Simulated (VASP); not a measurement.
Computed with vdW-DF-cx, VASP's PBE PAW potentials (set 64) (plane waves; VASP).

A VASP calculation is set up with these files.

### KPOINTS
```
Automatic mesh
0
gamma
10 10 10
0 0 0
```

POSCAR:
```
NiO
5.0547830
  0.8170152718   0.4077292147   0.4077292147
  0.4077292147   0.8170152718   0.4077292147
  0.4077292147   0.4077292147   0.8170152718
Ni O
2 2
Cart
  0.0000000000   0.0000000000   0.0000000000
  0.8162368506   0.8162368506   0.8162368506
  0.4081184253   0.4081184253   0.4081184253
  1.2243552759   1.2243552759   1.2243552759
```

INCAR:
```
SYSTEM = NiO
PREC = Accurate
ENCUT = 520
EDIFF = 1E-7
NELM = 100
ALGO = Normal
LREAL = .FALSE.
LASPH = .TRUE.
ISMEAR = -5
GGA = CX
LUSE_VDW = .TRUE.
AGGAC = 0.0
LMAXMIX = 4
ISPIN = 2
MAGMOM = 1.3 -1.3 0.0 0.0
LORBIT = 11
LWAVE = .FALSE.
LCHARG = .TRUE.
NEDOS = 601
ISIF = 2
LEFG = .TRUE.
```

POTCAR, in this order: Ni O (PBE.64 set). Program: vasp_std.

Output

File OSZICAR:
```
       N       E                     dE             d eps       ncg     rms          rms(c)
DAV:   1     0.265382039240E+03    0.26538E+03   -0.15940E+04  9480   0.212E+03
DAV:   2     0.105456009584E+02   -0.25484E+03   -0.23826E+03  9536   0.410E+02
DAV:   3    -0.185113737775E+02   -0.29057E+02   -0.27552E+02 10748   0.157E+02
DAV:   4    -0.194373438431E+02   -0.92597E+00   -0.92015E+00 10320   0.298E+01
DAV:   5    -0.194641089571E+02   -0.26765E-01   -0.26756E-01 11208   0.477E+00    0.207E+01
DAV:   6    -0.167558793044E+02    0.27082E+01   -0.40122E+01 13888   0.107E+02    0.208E+01
DAV:   7    -0.153680778311E+02    0.13878E+01   -0.68730E+00 11876   0.781E+01    0.951E+00
DAV:   8    -0.155314742280E+02   -0.16340E+00   -0.19830E+00 10480   0.121E+01    0.613E+00
DAV:   9    -0.154556751299E+02    0.75799E-01   -0.15513E-01 14608   0.110E+01    0.152E+00
DAV:  10    -0.154695066645E+02   -0.13832E-01   -0.68389E-02 12924   0.365E+00    0.774E-01
DAV:  11    -0.154699945776E+02   -0.48791E-03   -0.10855E-02 14000   0.305E+00    0.157E-01
DAV:  12    -0.154703005362E+02   -0.30596E-03   -0.27531E-03 10688   0.474E-01    0.111E-01
DAV:  13    -0.154702747580E+02    0.25778E-04   -0.41915E-04 14708   0.256E-01    0.328E-02
DAV:  14    -0.154702850376E+02   -0.10280E-04   -0.57381E-05 11132   0.138E-01    0.299E-02
DAV:  15    -0.154702787773E+02    0.62603E-05   -0.20301E-05 14048   0.662E-02    0.602E-03
DAV:  16    -0.154702766019E+02    0.21753E-05   -0.23232E-06 12592   0.234E-02    0.268E-03
DAV:  17    -0.154702760704E+02    0.53152E-06   -0.12587E-07  5532   0.755E-03    0.771E-04
DAV:  18    -0.154702764481E+02   -0.37763E-06   -0.18618E-07  5176   0.448E-03    0.759E-04
DAV:  19    -0.154702762914E+02    0.15670E-06   -0.39215E-08  4724   0.337E-03    0.370E-04
DAV:  20    -0.154702762110E+02    0.80378E-07   -0.49688E-09  4712   0.766E-04
   1 F= -.15470276E+02 E0= -.15470276E+02  d E =0.000000E+00  mag=     0.0000
```

OUTCAR:
```
------------------------ aborting loop because EDIFF is reached ----------------------------------------
  FORCE on cell =-STRESS in cart. coord.  units (eV):
  Direction    XX          YY          ZZ          XY          YZ          ZX
  --------------------------------------------------------------------------------------
  Total       -0.0153863     -0.0153863     -0.0153863     -0.0499358     -0.0499358     -0.0499358
  in kB       -0.6979690     -0.6979690     -0.6979690     -2.2652424     -2.2652424     -2.2652424
  external PRESSURE =      -0.6979690 kB  Pullay stress =       0.0000000 kB
  volume of cell :       35.32
      direct lattice vectors                 reciprocal lattice vectors
     4.129834907  2.060982703  2.060982703     0.362635096 -0.120724710 -0.120724710
     2.060982703  4.129834907  2.060982703    -0.120724710  0.362635096 -0.120724710
     2.060982703  2.060982703  4.129834907    -0.120724710 -0.120724710  0.362635096
 POSITION                                       TOTAL-FORCE (eV/Angst)
 -----------------------------------------------------------------------------------
      0.00000      0.00000      0.00000        -0.000000      0.000000      0.000000
      4.12590      4.12590      4.12590        -0.000000      0.000000     -0.000000
      2.06295      2.06295      2.06295         0.000000     -0.000000     -0.000000
      6.18885      6.18885      6.18885        -0.000000      0.000000      0.000000
 -----------------------------------------------------------------------------------
    total drift:                                0.000000     -0.000000     -0.000000
  FREE ENERGIE OF THE ION-ELECTRON SYSTEM (eV)
  ---------------------------------------------------
  free  energy   TOTEN  =       -15.4702762110 eV

  energy  without entropy=      -15.4702762110  energy(sigma->0) =      -15.47027621

 total charge

# of ion       s       p       d       tot
------------------------------------------
    1        0.341   0.427   8.306   9.074
    2        0.341   0.427   8.306   9.074
    3        1.557   3.409   0.000   4.966
    4        1.557   3.409   0.000   4.966
--------------------------------------------------
tot          3.797   7.673  16.612  28.082

 magnetization (x)

# of ion       s       p       d       tot
------------------------------------------
    1       -0.011  -0.015   1.288   1.262
    2        0.011   0.015  -1.288  -1.262
    3        0.000   0.000   0.000   0.000
    4        0.000   0.000   0.000   0.000
--------------------------------------------------
tot          0.000   0.000   0.000   0.000

 Electric field gradients after diagonalization (V/A^2)
 (convention: |V_zz| > |V_xx| > |V_yy|)
----------------------------------------------------------------------
 ion       V_xx      V_yy      V_zz     asymmetry (V_yy - V_xx)/ V_zz
----------------------------------------------------------------------
   1      -1.029    -1.029     2.057       0.000
   2      -1.029    -1.029     2.057       0.000
   3       1.992     1.992    -3.984       0.000
   4       1.992     1.992    -3.984       0.000
```
(Selected blocks of OUTCAR.)

**OUTCAR**
```
 val. band max:        7.7611287057   @ k =   0.3000   0.3000   0.1000

 cond. band min:       8.4848723490   @ k =   0.5000   0.3000   0.3000


 Fermi energy:         7.7842813385

 spin component 1

 k-point     1 :       0.0000    0.0000    0.0000
  band No.  band energies     occupation
      1     -12.2712      1.00000
      2     -10.7634      1.00000
      3      -0.1823      1.00000
      4       2.5255      1.00000
      5       2.5255      1.00000
      6       5.2065      1.00000
      7       5.2065      1.00000
      8       5.2348      1.00000
      9       5.8037      1.00000
     10       5.8037      1.00000
     11       5.8869      1.00000
     12       6.1681      1.00000
     13       6.1682      1.00000
     14       7.0840      1.00000
     15       7.0841      1.00000
     16       7.4010      1.00000
     17       9.7174      0.00000
     18       9.7175      0.00000
     19      10.0797      0.00000
     20      13.9066      0.00000

 k-point     2 :       0.1000    0.0000    0.0000
  band No.  band energies     occupation
      1     -12.1603      1.00000
      2     -10.7466      1.00000
      3      -0.0010      1.00000
      4       2.4622      1.00000
      5       2.5561      1.00000
      6       4.1849      1.00000
      7       4.7728      1.00000
      8       4.7761      1.00000
      9       5.8378      1.00000
     10       6.0930      1.00000
     11       6.1331      1.00000
     12       6.2993      1.00000
     13       6.6797      1.00000
     14       7.1303      1.00000
     15       7.1633      1.00000
     16       7.3808      1.00000
     17       9.3460      0.00000
     18       9.6425      0.00000
     19      10.7417      0.00000
     20      14.5408      0.00000

 k-point     3 :       0.2000    0.0000    0.0000
  band No.  band energies     occupation
      1     -11.8552      1.00000
      2     -10.7006      1.00000
      3       0.4839      1.00000
...
```

The compound is NiO in the rock salt, AFM-II order structure. It was relaxed first.
